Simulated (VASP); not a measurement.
# IrSe (Fm-3m) in VASP: single point with r2SCAN

Aim: the single point of IrSe with r2SCAN.

Everything below comes from runs of VASP 6.6.1. Logs are shortened: lines on timing, memory, paths and dates and some standing lists are left out, and cuts for length are marked.

**1. The structure**

The structure is cubic, space group Fm-3m (No. 225). The conventional cell has a = 5.110 Å, b = 5.110 Å, c = 5.110 Å, α = 90.00°, β = 90.00°, γ = 90.00°. Ir (site symmetry m-3m) is surrounded by 6 Se at 2.56 Å. Se (site symmetry m-3m) is surrounded by 6 Ir at 2.56 Å.

The cell was built by a generator and needn't be a form met in nature.

**2. Single point, r2SCAN**

POSCAR reads:

```
IrSe
1.0
    0.0000000000      2.5550630000      2.5550630000
    2.5550630000      0.0000000000      2.5550630000
    2.5550630000      2.5550630000      0.0000000000
Ir Se
1 1
Direct
    0.0000000000      0.0000000000      0.0000000000
    0.5000000000      0.5000000000      0.5000000000
```

INCAR.step1 reads:

```
PREC = Accurate
ENCUT = 520
ISMEAR = -5
SIGMA = 0.1
LREAL = F
LASPH = T
NELM = 80
LMAXMIX = 4
NBANDS = 14
GGA = PE
ALGO = Normal
EDIFF = 1E-4
LWAVE = T
LCHARG = F
```

INCAR.step2 reads:

```
PREC = Accurate
ENCUT = 520
EDIFF = 1E-6
ISMEAR = -1
SIGMA = 0.1
LREAL = F
LASPH = T
NELM = 80
ALGO = Normal
ISIF = 2
LWAVE = F
LCHARG = F
LMAXMIX = 4
METAGGA = R2SCAN
LMIXTAU = T
LORBIT = 11
NBANDS = 14
ISTART = 1
```

KPOINTS reads:

```
regular mesh
0
Gamma
  11 11 11
```

Potentials or basis: VASP PAW PBE potentials, release 64 (Ir, Se).

Command:

```bash
$ cat potpaw_PBE.64/Ir/POTCAR potpaw_PBE.64/Se/POTCAR > POTCAR
$ cp INCAR.step1 INCAR
$ mpirun -np 1 vasp_std > vasp.out
$ cp INCAR.step2 INCAR
$ mpirun -np 1 vasp_std > vasp.out
```

OUTCAR:

```text
PREC = Accurate
   ENCUT = 520
   EDIFF = 1E-6
   ISMEAR = -1
   LREAL = F
   LASPH = T
   NELM = 80
   ISIF = 2
   METAGGA = R2SCAN
   LORBIT = 11
   ISTART = 1

 ion  position               nearest neighbor table
   1  0.000  0.000  0.000-   2 2.56   2 2.56   2 2.56   2 2.56   2 2.56   2 2.56
   2  0.500  0.500  0.500-   1 2.56   1 2.56   1 2.56   1 2.56   1 2.56   1 2.56

  LATTYP: Found a face centered cubic cell.
 ALAT       =     5.1101260000

  Lattice vectors:

 A1 = (   0.0000000000,   2.5550630000,   2.5550630000)
 A2 = (   2.5550630000,   0.0000000000,   2.5550630000)
 A3 = (   2.5550630000,   2.5550630000,   0.0000000000)

Analysis of symmetry for initial positions (statically):
=====================================================================
 Subroutine PRICEL returns:
 Original cell was already a primitive cell.

 Routine SETGRP: Setting up the symmetry group for a
 face centered cubic supercell.

 Subroutine GETGRP returns: Found 48 space group operations
 (whereof 48 operations were pure point group operations)
 out of a pool of 48 trial point group operations.

The static configuration has the point symmetry O_h .

Analysis of symmetry for dynamics (positions and initial velocities):
=====================================================================
 Subroutine PRICEL returns:
 Original cell was already a primitive cell.

 Routine SETGRP: Setting up the symmetry group for a
 face centered cubic supercell.

 Subroutine GETGRP returns: Found 48 space group operations
 (whereof 48 operations were pure point group operations)
 out of a pool of 48 trial point group operations.

The dynamic configuration has the point symmetry O_h .

 Subroutine INISYM returns: Found 48 space group operations
 (whereof 48 operations are pure point group operations),
 and found     1 'primitive' translations

----------------------------------------------------------------------------------------

                                     Primitive cell

  volume of cell :      33.3607

  direct lattice vectors                    reciprocal lattice vectors
     0.000000000  2.555063000  2.555063000    -0.195689891  0.195689891  0.195689891
[... 99 lines left out ...]
   EMIN   =  10.00;   EMAX   =-10.00  energy-range for DOS
   EFERMI =   0.00;   METHOD = LEGACY
   ISMEAR =    -1;   SIGMA  =   0.10  broadening in eV -4-tet -1-fermi 0-gaus
   EFERMI_NEDOS =   21; number of points for ismear=-14 and -15
   IALGO  =     38    algorithm
   IMIX   =      4    mixing-type and parameters
     AMIX     =   0.40;   BMIX     =  1.00
     AMIX_MAG =   1.60;   BMIX_MAG =  1.00
  volume/ion in A,a.u.               =      16.68       112.56
  Fermi-wavevector in a.u.,A,eV,Ry     =   1.254181  2.370059 21.401565  1.572971
  Thomas-Fermi vector in A             =   2.387998
   LORBIT       =     11    0 simple, 1 ext, 2 COOP (PROOUT), +10 PAW based schemes
   METAGGA = R2SCAN    functional components
   LHFCALC =     F    Hartree Fock is set to
   AEXX    =    0.0000 exact exchange contribution
   IVDW    =     0    specifies the selected vdW correction
   LEPSILON=     F    determine dielectric tensor
   LRPA    =     F    only Hartree local field effects (RPA)
 non-spin polarized calculation
  energy-cutoff  :      520.00
  volume of cell :       33.36
 maximum number of plane-waves:       914
   NGX = 13   NGY = 13   NGZ = 13

 number of electron      15.0000002 magnetization

 Free energy of the ion-electron system (eV)
  ---------------------------------------------------
  ext. energy  EPLUGINS =         0.00000000
  ---------------------------------------------------
  free energy    TOTEN  =       -65.85530704 eV

  energy without entropy =      -65.80906980  energy(sigma->0) =      -65.83218842

 E-fermi :   7.7178     XC(G=0): -12.8573

 val. band max:        7.6518021656   @ k =  -0.3636   0.3636   0.1818
 cond. band min:       7.7192194094   @ k =  -0.1818   0.0909   0.0000
 fundamental gap:      0.0674172438
 Fermi energy:         7.7178352870

 k-point     1 :       0.0000    0.0000    0.0000
  band No.  band energies     occupation
      1      -9.0362      2.00000
      2       4.7514      2.00000
      3       4.7515      2.00000
      4       4.7515      2.00000
      5       5.0366      2.00000
      6       5.0367      2.00000
      7       5.9327      2.00000
      8       5.9327      2.00000
      9       5.9327      2.00000
     10      10.6219      0.00000
     11      18.0426      0.00000
     12      20.8700      0.00000
     13      20.8700      0.00000
     14      20.8700      0.00000
[... 377 lines left out ...]
      1      -7.9489      2.00000
      2       0.9660      2.00000
      3       2.2128      2.00000
      4       2.8063      2.00000
      5       5.3576      2.00000
      6       5.9401      2.00000
      7       6.8846      1.99952
      8       7.3082      1.96728
      9      11.0993      0.00000
     10      14.1064      0.00000
     11      16.3981      0.00000
     12      16.5284      0.00000
     13      17.1254      0.00000
     14      20.5303      0.00000

 [... further k-points ...]

------------------------ aborting loop because EDIFF is reached ----------------------------------------

  FORCE on cell =-STRESS in cart. coord.  units (eV):
  Direction    XX          YY          ZZ          XY          YZ          ZX
  --------------------------------------------------------------------------------------
  -------------------------------------------------------------------------------------
  Total        1.1421815      1.1421815      1.1421815      0.0000000      0.0000000      0.0000000
  in kB       54.8543245     54.8543245     54.8543245      0.0000000      0.0000000      0.0000000
  external PRESSURE =      54.8543245 kB  Pullay stress =       0.0000000 kB

 VOLUME and BASIS-vectors are now :
 -----------------------------------------------------------------------------
  energy-cutoff  :      520.00
  volume of cell :       33.36
      direct lattice vectors                 reciprocal lattice vectors
     0.000000000  2.555063000  2.555063000    -0.195689891  0.195689891  0.195689891
     2.555063000  0.000000000  2.555063000     0.195689891 -0.195689891  0.195689891
     2.555063000  2.555063000  0.000000000     0.195689891  0.195689891 -0.195689891

 POSITION                                       TOTAL-FORCE (eV/Angst)
 -----------------------------------------------------------------------------------
      0.00000      0.00000      0.00000         0.000000      0.000000      0.000000
      2.55506      2.55506      2.55506         0.000000      0.000000      0.000000
 -----------------------------------------------------------------------------------
    total drift:                                0.000000      0.000000      0.000000

  FREE ENERGIE OF THE ION-ELECTRON SYSTEM (eV)
  ---------------------------------------------------
  free  energy   TOTEN  =       -65.8553070369 eV

  energy  without entropy=      -65.8090697982  energy(sigma->0) =      -65.83218842

 total charge

# of ion       s       p       d       tot
------------------------------------------
    1        0.615   0.415   7.266   8.295
    2        1.437   2.317   0.142   3.896
--------------------------------------------------
tot          2.052   2.732   7.407  12.191
```

Wall time 66 s (1 thread of Intel Xeon Platinum 8488C (Sapphire Rapids), shared host); peak memory 0.18 GiB.

Results:

* Free energy: -65.8553 eV
* Pressure: 5.5 GPa
* Band gap on the k mesh: none (metal or under the smearing width)
* Valence electrons inside the program's atomic spheres: Ir 8.29; Se 3.90

Caveat: the PAW data sets were made with another functional, which shifts forces and pressure a little. The run has no spin-orbit coupling, so splittings on Ir are missing.
